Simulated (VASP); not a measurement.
Input of a VASP 6.6.1 run:

run.py

```python
from ase.calculators.vasp import Vasp
from ase.dft.bandgap import bandgap
from ase.io import read

atoms = read('Mg3ZnC.cif', primitive_cell=True, subtrans_included=False)
calc = Vasp(
    directory='calc',
    xc='pbe',
    pp='PBE',
    setups='materialsproject',
    prec='Accurate',
    encut=520,
    ediff=1e-06,
    ismear=0,
    sigma=0.02,
    lreal=False,
    lasph=True,
    nelm=60,
    algo='Normal',
    isif=2,
    lwave=False,
    lcharg=False,
    kpts=[6, 6, 6],
    gamma=True,
    nbands=28,
)
atoms.calc = calc

print('energy (eV):', atoms.get_potential_energy())
print('free energy (eV):', atoms.get_potential_energy(force_consistent=True))
print('forces (eV/A):')
print(atoms.get_forces())
print('stress (eV/A^3, Voigt):', atoms.get_stress())
print('Fermi level (eV):', calc.get_fermi_level())
gap, top, bottom = bandgap(calc)
print('band gap (eV):', gap, 'from (spin, k, band)', top, 'to', bottom)
```

File Mg3ZnC.cif:

```cif
data_Mg3ZnC
_cell_length_a 4.40693100
_cell_length_b 4.40693100
_cell_length_c 4.40693100
_cell_angle_alpha 90.00000000
_cell_angle_beta 90.00000000
_cell_angle_gamma 90.00000000
_space_group_name_H-M_alt 'Pm-3m'
_space_group_name_Hall '-P 4 2 3'
_space_group_IT_number 221
loop_
_space_group_symop_operation_xyz
'x,y,z'
'-x,-y,-z'
'-y,x,z'
'y,-x,-z'
'-x,-y,z'
'x,y,-z'
'y,-x,z'
'-y,x,-z'
'x,-y,-z'
'-x,y,z'
'-y,-x,-z'
'y,x,z'
'-x,y,-z'
'x,-y,z'
'y,x,-z'
'-y,-x,z'
'z,x,y'
'-z,-x,-y'
'z,-y,x'
'-z,y,-x'
'z,-x,-y'
'-z,x,y'
'z,y,-x'
'-z,-y,x'
'-z,x,-y'
'z,-x,y'
'-z,-y,-x'
'z,y,x'
'-z,-x,y'
'z,x,-y'
'-z,y,x'
'z,-y,-x'
'y,z,x'
'-y,-z,-x'
'x,z,-y'
'-x,-z,y'
'-y,z,-x'
'y,-z,x'
'-x,z,y'
'x,-z,-y'
'-y,-z,x'
'y,z,-x'
'-x,-z,-y'
'x,z,y'
'y,-z,-x'
'-y,z,x'
'x,-z,y'
'-x,z,-y'
loop_
_atom_site_label
_atom_site_type_symbol
_atom_site_symmetry_multiplicity
_atom_site_Wyckoff_symbol
_atom_site_fract_x
_atom_site_fract_y
_atom_site_fract_z
_atom_site_occupancy
Zn1 Zn 1 a 0.0000000000 0.0000000000 0.0000000000 1
Mg1 Mg 3 c 0.5000000000 0.0000000000 0.5000000000 1
C1 C 1 b 0.5000000000 0.5000000000 0.5000000000 1
```

Potentials or basis: VASP PAW PBE potentials, release 64 (Zn, Mg_pv, C).

Command:

```sh
$ python run.py
```

(1) Estimate the band gap on the k mesh.

(2) Estimate the pressure.

Answers

(1) none (metal or under the smearing width).

(2) -0.2 GPa.
